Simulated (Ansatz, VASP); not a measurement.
**Cross-check of VInSi (VInSi in the AlB2 type) between VASP and Ansatz**

One calculation is typed for both programs; each brings its own data sets. How far apart do they land? The cell is generated by rule, not measured, and may not be a known phase. The cell is taken from a series of runs on this material, whose earlier steps may have relaxed, scaled, displaced or heated it; both programs get it as it stands.

Method: plane waves, with VASP 6.6.1 beside it; relaxation of cell and atoms at PBE, in Ansatz 0.2.0.

The structure was built from a prototype and need not be the compound's stable phase.

## 1. Starting point

The structure is hexagonal, space group P-6m2 (No. 187). The conventional cell has a = 4.646 Å, b = 4.646 Å, c = 2.667 Å, α = 90.00°, β = 90.00°, γ = 120.00°. Nearest to V lie 2 V at 2.67 Å and 6 Si at 3.00 Å and 6 In at 3.00 Å. Si has 2 Si at 2.67 Å and 3 In at 2.68 Å and 6 V at 3.00 Å nearest. Nearest to In lie 2 In at 2.67 Å and 3 Si at 2.68 Å. Farther neighbours are not listed.

## 2. Ansatz: relaxation of cell and atoms, PBE, pair 1

Ansatz runs on its PAW soft_1 files.

The relaxed volume is the usual yardstick between codes: in a stiff, nearly cubic crystal its relative difference is about their pressure difference at one cell divided by the bulk modulus.

Contents of input.yaml:

```yaml
crystal:
  lattice:
    - [4.6462706113, 3.3216e-06, 0.0]
    - [-2.3231381822, 4.0237867214, 0.0]
    - [0.0, 0.0, 2.667418827]
  atoms:
    - { symbol: V, position: [0.0, 0.0, 0.0] }
    - { symbol: Si, position: [0.3333333333, 0.6666666667, 0.5] }
    - { symbol: In, position: [0.6666666667, 0.3333333333, 0.5] }
kpoints:
  mp_grid: { grid: [6, 6, 12] }
hamiltonian:
  xc: pbe
  pseudopotentials: { kind: paw, azcp: { folder: soft_1 } }
scf:
  occupations: { method: methfessel_paxton, width: 0.2 }
output:
  forces: true
  stress: true
  eigenvalues: true
relax:
  adjacent_minimum: "off"
  f_tol: 0.001
  max_steps: 60
  cell: { stress_tol: 0.01 }
```

Started as:

```
> ansatz run input.yaml --threads 4 --pin off --max-ram 12288MiB --backend cpu --events-out ev --progress --plain --runs-dir out
```

Numbers of over 12 decimals in the logs are rounded to 6 here.

The program printed:

```text
Engine: ansatz 0.2.0, aarch64-unknown-linux-gnu
Pseudopotentials: kind: paw
Pseudopotential: V, paw, valence charge 13, recommended cutoff 420 eV (normal), soft_1/V.paw.azcp
Pseudopotential: Si, paw, valence charge 4, recommended cutoff 420 eV (normal), soft_1/Si.paw.azcp
Pseudopotential: In, paw, valence charge 13, recommended cutoff 420 eV (normal), soft_1/In.paw.azcp
Functional definition: PBE
  parameter kappa = 0.804
  parameter beta = 0.066725
  exchange = pbe_x(kappa = kappa, mu = beta*pi^2/3)
  correlation = pbe_c(beta = beta)
Crystal: 3 atoms, lattice volume = 49.869 Å³
Basis set: ecut = 420 eV, 951 PW (Γ), exchange–correlation on 64×64×36 points (8 copies of the dense FFT grid, shifted against one another)
Bands: 19, of which v1, the nominal top of the filled ones, is band 15 counted from 1 (14 counted from 0)
Symmetry: 12 space group operations
Space group: P-6m2 (ITA 187), of the structure as read, at distance tolerance 3.7e-5 Å
k-points: 49 of 432 (time reversal used)
Non-local potential: V, projectors of the file, l = 0: 3, l = 1: 2, l = 2: 3, l = 3: 1
Non-local potential: Si, projectors of the file, l = 0: 2, l = 1: 2, l = 2: 1
Non-local potential: In, projectors of the file, l = 0: 2, l = 1: 2, l = 2: 2, l = 3: 1
PAW form: soft (Blöchl's): semilocal exchange-correlation on the pseudo side does not see the compensation charge
PAW one-centre angular grid: V, 590 points (default); XC on 64 Gauss nodes
PAW one-centre angular grid: Si, 110 points (default); XC on 64 Gauss nodes
PAW one-centre angular grid: In, 590 points (default); XC on 64 Gauss nodes
Initial density: superposition of atomic densities (chi_scale 0.1, normalization cell, long waves kept (reshape's long-wave potential 0.00 eV rms))
Initial wavefunctions: pseudopotential atomic-orbital guess
Functional: x = pbe(κ = 0.804, μ = 0.219515), c = pbe(β = 0.066725)
SCF iter   1: F=—  HF=-9145.760298 eV  |F-HF|=—  |Δ(HF+E_count)|=         —  Δρ=7.18e-2  dr2=5.77e0  ethr=3.10e-3  ⟨swp⟩=5.1  Hψ=4162  notcnv=0
preconditioner: auto → none  [metal: Δε(μ)=0.032 eV  Ē_g=9.141 eV  σ=0.200 eV  W_gap=0.14  n_scr=8 (ndim 8)  ℏωp=24.7 eV  f_vac=0.000  D(μ)=2.76/eV (n_scr^D=32)  sad-step TF]
SCF iter   2: F=—  HF=-9145.477391 eV  |F-HF|=—  |Δ(HF+E_count)|=   2.83e-1  S|Δr|=    0.00e0  Δρ=6.91e-2  dr2=4.89e0  ethr=3.10e-3  ⟨swp⟩=3.0  Hψ=1997  notcnv=0
SCF iter   3: F=—  HF=-9144.918367 eV  |F-HF|=—  |Δ(HF+E_count)|=   5.59e-1  S|Δr|=    0.00e0  Δρ=6.49e-3  dr2=1.60e-2  ethr=3.10e-3  ⟨swp⟩=2.1  Hψ=1440  notcnv=0
SCF iter   4: F=—  HF=-9144.917557 eV  |F-HF|=—  |Δ(HF+E_count)|=   8.10e-4  S|Δr|=    0.00e0  Δρ=1.96e-3  dr2=1.14e-3  ethr=5.32e-5  ⟨swp⟩=2.2  Hψ=1891  notcnv=0
SCF iter   5: F=—  HF=-9144.917668 eV  |F-HF|=—  |Δ(HF+E_count)|=   1.11e-4  S|Δr|=    0.00e0  Δρ=5.69e-4  dr2=7.23e-5  ethr=3.81e-6  ⟨swp⟩=2.0  Hψ=1485  notcnv=0
SCF iter   6: F=—  HF=-9144.917707 eV  |F-HF|=—  |Δ(HF+E_count)|=   3.92e-5  S|Δr|=    0.00e0  Δρ=1.49e-4  dr2=7.51e-6  ethr=2.41e-7  ⟨swp⟩=2.0  Hψ=1668  notcnv=0
SCF iter   7: F=—  HF=-9144.917706 eV  |F-HF|=—  |Δ(HF+E_count)|=   1.32e-6  S|Δr|=    0.00e0  Δρ=1.95e-5  dr2=2.05e-7  ethr=2.50e-8  ⟨swp⟩=2.0  Hψ=1482  notcnv=0
SCF iter   8: F=-9144.917706 eV  HF=-9144.917706 eV  |F-HF|=1.12e-8  |Δ(HF+E_count)|=   6.33e-8  S|Δr|=    0.00e0  Δρ=5.01e-6  dr2=1.40e-8  ethr=3.33e-10  ⟨swp⟩=5.1  Hψ=3920  notcnv=0
SCF 1 converged in 8 iterations: F = -9144.917706 eV  dr2 = 1.40e-8
  greatest PAW one-centre occupation: 0.999 electrons in one spin orbital (limit 2), on the V atom at site 0 (counted from 0), in its partial waves of l = 0
relax step   1: F+E_penalty+E_count = -9144.91770585 eV  Δ(F+E_penalty+E_count) = +0.000e0 eV  max|allowed force component| = 6.476e-17 eV/Å  Δτ_max = 0.0000 Å  P = -0.129 GPa  Ω = 49.869 Å³  (8 SCF iters, dr2 threshold 1.00e-7 eV, accepted)
[...]
relax step   2: F+E_penalty+E_count = -9144.91826908 eV  Δ(F+E_penalty+E_count) = -5.632e-4 eV  max|allowed force component| = 4.934e-17 eV/Å  Δτ_max = 0.0000 Å  P = +0.127 GPa  Ω = 49.711 Å³  energy of the carried Pulay correction = +4.154e-5 eV  (4 SCF iters, dr2 threshold 3.00e-7 eV, accepted)
[...]
relax step   3: F+E_penalty+E_count = -9144.91828996 eV  Δ(F+E_penalty+E_count) = -2.089e-5 eV  max|allowed force component| = 9.869e-17 eV/Å  Δτ_max = 0.0000 Å  P = -0.026 GPa  Ω = 49.787 Å³  energy of the carried Pulay correction = +1.981e-5 eV  (4 SCF iters, dr2 threshold 9.12e-8 eV, accepted)
[...]
relax step   4: F+E_penalty+E_count = -9144.91829470 eV  Δ(F+E_penalty+E_count) = -4.741e-6 eV  max|allowed force component| = 3.855e-17 eV/Å  Δτ_max = 0.0000 Å  P = +0.002 GPa  Ω = 49.774 Å³  energy of the carried Pulay correction = +2.360e-5 eV  (4 SCF iters, dr2 threshold 2.98e-9 eV, accepted)
[...]
relax step   5: F+E_penalty+E_count = -9144.91827514 eV  Δ(F+E_penalty+E_count) = +1.957e-5 eV  max|allowed force component| = 4.318e-17 eV/Å  Δτ_max = 0.0000 Å  P = +0.002 GPa  Ω = 49.774 Å³  stress off target by 7.05e-3 GPa  SCF on the basis re-selected at this cell (its energy is not comparable with the rows above)  (5 SCF iters)
basis re-selected at this cell: Δ(F+E_penalty+E_count) = +1.957e-5 eV, ΔP = +0.000 GPa vs the last step (what re-selecting the basis moved, of the pressure what is left beyond the Pulay correction that the steps carried, after the strain that the cell walked since its last selection, with what the two solves' SCF thresholds leave and, on support functions, any second-order correction that the steps lacked; it is no m [...]
SCF converged after 5 iterations
Stability not checked: this state was not tested for a lower state beside it, because cold or Methfessel-Paxton smearing, or corrected tetrahedra, fill the levels in a way that the test cannot read (fill_not_monotonic; see scf.lower_state_search)
Free energy (F): -9144.918275 eV
Harris-Foulkes:  -9144.918275 eV  (|F-HF|=7.28e-12)
Internal energy: -9144.917119 eV  (E = F + TS)
E sigma→0 (E₀):  -9144.917986 eV
Entropy (-TS):   -0.001156 eV (-0.385 meV/atom)
Fermi energy:    13.651671 eV
--- Per-component energies (eV) ---
  E_band       = -145.689540
  E_kinetic    = 557.290310
  E_local      = -2295.091743  (includes V_loc(G=0)·N_el)
  E_nonlocal   = 431.404501
  E_hartree    = 968.784846
  E_xc         = -315.177356
  E_vxc        = -283.796696  (∫ρ·V_xc dr)
  E_paw        = -5847.276266  (= ΣΔE_a)
  E_vpaw       = -493.066855  (= ΣTr[D̂ρ^β])
  E_aug_tail   = 0.001269  (compensation charges beyond the density's cutoff)
  E_ewald      = -2644.852680
  E_smearing   = -0.001156  (= −TS)
  E_closure    = -0.000000  (closes the sum)
  Σ components = -9144.918275   (vs F -9144.918275, Δ=0.00e0)
--- Forces (eV/Å), atoms counted from 1 ---
  atom   1  V     -0.00000000     0.00000000     0.00000000
  atom   2  Si    -0.00000000     0.00000000     0.00000000
  atom   3  In     0.00000000    -0.00000000    -0.00000000
  max |Σ_I F_I| component: 1.85e-17 eV/Å
--- Stress (GPa, compression-positive) ---
       -0.000011      -0.000000      -0.000000
       -0.000000      -0.000011      -0.000000
       -0.000000      -0.000000       0.007049
  P = ⅓ Tr σ = 0.0023 GPa (0.023 kbar)
--- Band table (eV; the first three rows and the last of 49) ---
  k-point 0: bands = [... 11 lower, 9.5749, 9.8312, 11.7968, 13.3031, 13.3031, 15.0065, 15.0065, 15.8392]
  k-point 1: bands = [... 11 lower, 9.7196, 9.9626, 11.9590, 13.1679, 13.1679, 15.1909, 15.1909, 15.8461]
  k-point 2: bands = [... 11 lower, 10.1402, 10.3563, 12.3514, 12.8532, 12.8532, 15.5680, 15.5680, 15.9606]
  k-point 48: bands = [... 11 lower, 9.3637, 10.6096, 11.2469, 13.5206, 13.6731, 14.2841, 14.3902, 14.6379]
--- Relaxed structure (4 steps of the walk, 4 accepted, 1 SCFs on fresh bases) ---
  F+E_penalty+E_count = -9144.91827514 eV   max|allowed force component| = 4.318e-17 eV/Å   (the final SCF, on the basis selected at the relaxed cell)
  cell:  # Å, volume = 49.7744 Å³
    - [4.635966, 3.3142100881445823e-6, 0]
    - [-2.317986, 4.014862, 0]
    - [0, 0, 2.674206]
  atoms:
    - { symbol: V, position: [0, 0, 0] }
    - { symbol: Si, position: [0.333333, 0.666667, 0.500000] }
    - { symbol: In, position: [0.666667, 0.333333, 0.500000] }
```

## 3. VASP: relaxation of cell and atoms, PBE, pair 1

The same cell, functional, mesh and smearing now go to VASP, with its own data sets.

Lines of VASP's logs that name or quote its potential files are left out, and so is its time.

Contents of INCAR:

```
SYSTEM = VInSi
PREC = Accurate
ENCUT = 500
EDIFF = 1E-07
NELM = 120
ISMEAR = 1
SIGMA = 0.2
LREAL = .FALSE.
ALGO = Normal
GGA = PE
NBANDS = 21
LASPH = .TRUE.
LORBIT = 11
LWAVE = .FALSE.
LCHARG = .FALSE.
ISIF = 3
IBRION = 2
NSW = 80
EDIFFG = -0.005
GGA_COMPAT = .FALSE.
NELMIN = 4
KPAR = 2
```

Contents of POSCAR:

```
VInSi
1.0
    4.6462710000      0.0000030000      0.0000000000
   -2.3231380000      4.0237870000      0.0000000000
    0.0000000000      0.0000000000      2.6674190000
V Si In
1 1 1
Direct
    0.0000000000      0.0000000000      0.0000000000
    0.3333333333      0.6666666667      0.5000000000
    0.6666666667      0.3333333333      0.5000000000
```

Contents of KPOINTS:

```
Automatic mesh
0
Gamma
6 6 12
0 0 0
```

The projector-augmented-wave data sets are V_sv, Si and In_d (PBE family, release 64).

Started as:

```
> mpirun -np 2 vasp_std
```

The program printed:

```text
[banner, memory and clock lines left out]
running    2 mpi-ranks, on    1 nodes
 distrk:  each k-point on    1 cores,    2 groups
 distr:  one band on    1 cores,    1 groups

 POSCAR found type information on POSCAR V SiIn
 POSCAR found :  3 types and       3 ions
 LDA part: xc-table for (Slater+PW92), standard interpolation
 POSCAR, INCAR and KPOINTS ok, starting setup
 FFT: planning ... GRIDC
 FFT: planning ... GRID_SOFT
 FFT: planning ... GRID
 WAVECAR not read
 entering main loop
       N       E                     dE             d eps       ncg     rms          rms(c)
DAV:   1     0.264203333651E+03    0.26420E+03   -0.14574E+04  2058   0.174E+03
DAV:   2    -0.343341510321E+01   -0.26764E+03   -0.26082E+03  2078   0.445E+02
DAV:   3    -0.174471914514E+02   -0.14014E+02   -0.13453E+02  2478   0.113E+02
DAV:   4    -0.178598545394E+02   -0.41266E+00   -0.41010E+00  2391   0.189E+01
DAV:   5    -0.178772102005E+02   -0.17356E-01   -0.17348E-01  2975   0.394E+00    0.159E+01
DAV:   6    -0.195437589264E+02   -0.16665E+01   -0.31964E+01  2258   0.394E+01    0.174E+01
DAV:   7    -0.158858726388E+02    0.36579E+01   -0.15770E+01  2284   0.351E+01    0.570E+00
DAV:   8    -0.157638945773E+02    0.12198E+00   -0.96517E-01  2161   0.816E+00    0.958E-01
DAV:   9    -0.157624237646E+02    0.14708E-02   -0.30666E-02  2524   0.175E+00    0.678E-01
DAV:  10    -0.157612994633E+02    0.11243E-02   -0.33912E-03  2683   0.539E-01    0.226E-01
DAV:  11    -0.157612854260E+02    0.14037E-04   -0.37148E-04  2563   0.180E-01    0.595E-02
DAV:  12    -0.157612865122E+02   -0.10862E-05   -0.29743E-05  2941   0.599E-02    0.142E-02
DAV:  13    -0.157612845748E+02    0.19373E-05   -0.26126E-06  2523   0.151E-02    0.720E-03
DAV:  14    -0.157612839334E+02    0.64140E-06   -0.46718E-07  2079   0.730E-03    0.231E-03
DAV:  15    -0.157612837510E+02    0.18245E-06   -0.31597E-08  1254   0.188E-03    0.724E-04
DAV:  16    -0.157612837460E+02    0.50150E-08   -0.10190E-08  1204   0.158E-03
   1 F= -.15761284E+02 E0= -.15760683E+02  d E =-.157613E+02
 curvature:   0.00 expect dE= 0.000E+00 dE for cont linesearch  0.000E+00
 trial: gam= 0.00000 g(F)=  0.104E-45 g(S)=  0.140E-02 ort = 0.000E+00 (trialstep = 0.100E+01)
 search vector abs. value=  0.140E-02
 bond charge predicted
       N       E                     dE             d eps       ncg     rms          rms(c)
DAV:   1    -0.157694876086E+02   -0.82039E-02   -0.21470E-01  2241   0.566E+00    0.599E-01
DAV:   2    -0.157651717889E+02    0.43158E-02   -0.20419E-02  2304   0.152E+00    0.432E-01
DAV:   3    -0.157630400491E+02    0.21317E-02   -0.92397E-03  2343   0.914E-01    0.234E-01
DAV:   4    -0.157619591743E+02    0.10809E-02   -0.20297E-03  2275   0.464E-01    0.492E-02
DAV:   5    -0.157619124946E+02    0.46680E-04   -0.19358E-04  2722   0.119E-01    0.283E-02
DAV:   6    -0.157619121003E+02    0.39431E-06   -0.13397E-05  2746   0.328E-02    0.162E-02
DAV:   7    -0.157619128899E+02   -0.78962E-06   -0.10999E-06  2487   0.968E-03    0.194E-03
DAV:   8    -0.157619128594E+02    0.30501E-07   -0.72029E-08  1252   0.334E-03
   2 F= -.15761913E+02 E0= -.15761574E+02  d E =-.629113E-03
 trial-energy change:   -0.000629  1 .order   -0.000625   -0.001400    0.000151
 step:   0.9042(harm=  0.9027)  dis= 0.00000  next Energy=   -15.761920 (dE=-0.636E-03)
 bond charge predicted
       N       E                     dE             d eps       ncg     rms          rms(c)
DAV:   1    -0.157619898336E+02   -0.76944E-04   -0.19794E-03  2259   0.545E-01    0.576E-02
DAV:   2    -0.157619515019E+02    0.38332E-04   -0.19027E-04  2302   0.148E-01    0.419E-02
DAV:   3    -0.157619317876E+02    0.19714E-04   -0.83300E-05  2337   0.878E-02    0.223E-02
DAV:   4    -0.157619212747E+02    0.10513E-04   -0.18573E-05  2277   0.444E-02    0.471E-03
DAV:   5    -0.157619202431E+02    0.10315E-05   -0.17411E-06  2695   0.114E-02    0.265E-03
DAV:   6    -0.157619201223E+02    0.12080E-06   -0.92952E-08  1264   0.309E-03    0.127E-03
DAV:   7    -0.157619200268E+02    0.95521E-07   -0.23653E-08  1084   0.185E-03
   3 F= -.15761920E+02 E0= -.15761559E+02  d E =-.636281E-03
 curvature:  -0.45 expect dE=-0.147E-05 dE for cont linesearch -0.199E-08
 trial: gam= 0.00411 g(F)=  0.285E-45 g(S)=  0.326E-05 ort =-0.249E-05 (trialstep = 0.981E+00)
 search vector abs. value=  0.327E-05
 reached required accuracy - stopping structural energy minimisation
```

OUTCAR, selected parts (step 3):

```text
ion  position               nearest neighbor table
   1  0.000  0.000  0.000-   2 3.00   2 3.00   3 3.00   3 3.00   2 3.00   3 3.00   2 3.00   3 3.00
                             3 3.00   3 3.00   2 3.00   2 3.00
   2  0.333  0.667  0.500-   3 2.68   3 2.68   3 2.68   1 3.00   1 3.00   1 3.00   1 3.00   1 3.00
                             1 3.00
   3  0.667  0.333  0.500-   2 2.68   2 2.68   2 2.68   1 3.00   1 3.00   1 3.00   1 3.00   1 3.00
                             1 3.00

  LATTYP: Found a hexagonal cell.
 ALAT       =     4.6462710000
 C/A-ratio  =     0.5740988849

 Subroutine GETGRP returns: Found 12 space group operations
 (whereof 12 operations were pure point group operations)

The static configuration has the point symmetry D_3h.

 Found     49 irreducible k-points:

   k-points           NKPTS =     49   k-points in BZ     NKDIM =     49   number of bands    NBANDS=     21

   dimension x,y,z NGX =    36 NGY =   36 NGZ =   20
   dimension x,y,z NGXF=    72 NGYF=   72 NGZF=   40

   ENCUT  =  500.0 eV  36.75 Ry    6.06 a.u.   8.47  8.47  4.86*2*pi/ulx,y,z

   NELECT =      30.0000    total number of electrons

 k-points in reciprocal lattice and weights: Automatic mesh
   0.00000000  0.00000000  0.00000000       0.002
   0.16666667  0.00000000  0.00000000       0.014
   0.33333333 -0.00000000  0.00000000       0.014
   0.50000000  0.00000000  0.00000000       0.007
   0.16666667  0.16666667  0.00000000       0.014
   0.33333333  0.16666667  0.00000000       0.028
   0.33333333  0.33333333  0.00000000       0.005
   0.00000000  0.00000000  0.08333333       0.005
   0.16666667  0.00000000  0.08333333       0.028
[...]
0.33333333  0.16666667  0.50000000       0.028
   0.33333333  0.33333333  0.50000000       0.005

 average (electrostatic) potential at core
       1 -70.5561       2 -80.0153       3 -91.4674

 E-fermi :  10.1674

 k-point     1 :       0.0000    0.0000    0.0000
  band No.  band energies     occupation
    ...
     12       6.0974      2.00000
     13       6.3504      2.00000
     14       8.3193      2.00000
     15       9.8247      2.03592
     16       9.8247      2.03592
     17      11.5162     -0.00000
     18      11.5162     -0.00000
     19      12.3501     -0.00000
     20      12.3501     -0.00000
     21      14.4996      0.00000

 k-point     2 :       0.1667    0.0000    0.0000
  band No.  band energies     occupation
    ...
     12       5.9849      2.00000
     13       7.6804      2.00000
     14       8.5078      2.00000
     15       9.5010      2.00003
     16       9.6785      2.00295
     17      11.4841     -0.00000
     18      11.5150     -0.00000
     19      12.7735     -0.00000
     20      12.9973     -0.00000
     21      15.6847      0.00000

 k-point     3 :       0.3333   -0.0000    0.0000
  band No.  band energies     occupation
    ...
     11       2.4428      2.00000
     12       5.7749      2.00000
     13       7.0272      2.00000
     14       8.9559      2.00000
     15       9.4862      2.00002
     16      10.7627     -0.00021
     17      11.4251     -0.00000
     18      11.5126     -0.00000
     19      13.4317     -0.00000
     20      14.5797      0.00000
    ...

  Total       -0.0066661     -0.0066661     -0.0106787     -0.0000000      0.0000000      0.0000000
  in kB       -0.2144759     -0.2144759     -0.3435810     -0.0000000      0.0000000      0.0000000
  external PRESSURE =      -0.2575109 kB  Pullay stress =       0.0000000 kB

  energy-cutoff  :      500.00
  volume of cell :       49.80
      direct lattice vectors                 reciprocal lattice vectors
     4.636053907  0.000002993  0.000000000     0.215700604  0.124534989 -0.000000000
    -2.318029448  4.014938742  0.000000000    -0.000000161  0.249069710 -0.000000000
     0.000000000  0.000000000  2.675304035    -0.000000000 -0.000000000  0.373789292

 POSITION                                       TOTAL-FORCE (eV/Angst)
 -----------------------------------------------------------------------------------
      0.00000      0.00000      2.67530         0.000000     -0.000000     -0.000000
     -0.00000      2.67663      1.33765        -0.000000      0.000000      0.000000
      2.31803      1.33831      1.33765        -0.000000      0.000000     -0.000000
 -----------------------------------------------------------------------------------
    total drift:                                0.000001      0.000001     -0.000000

  FREE ENERGIE OF THE ION-ELECTRON SYSTEM (eV)
  ---------------------------------------------------
  free  energy   TOTEN  =       -15.7619200268 eV

  energy  without entropy=      -15.7608376143  energy(sigma->0) =      -15.76155922

 reached required accuracy - stopping structural energy minimisation

 total charge
# of ion       s       p       d       tot
------------------------------------------
    1        2.211   6.126   3.066  11.404
    2        0.770   0.780   0.000   1.550
    3        0.876   0.937   9.903  11.716
--------------------------------------------------
tot          3.858   7.842  12.969  24.669

[... 3 further parts left out ...]
```

This run has no spin polarisation, so a moment on V, if there is one, isn't seen. The run keeps the 12 symmetry operations of its start, so it cannot find a distortion of lower symmetry.

[end of part 1 of 2]

[Lines on the potential files, build, host, timing and source positions are cut from VASP's logs without a mark.]

[Logs are printed without paths, hosts, clocks, repeated set-up lines and the standing remarks that a program may print on its own settings, such as how far it seeks lower states.]

[Hosts, paths, dates, database ids (printed as entryN), source tags and the programs' standing remarks are cut or masked in the printed files.]
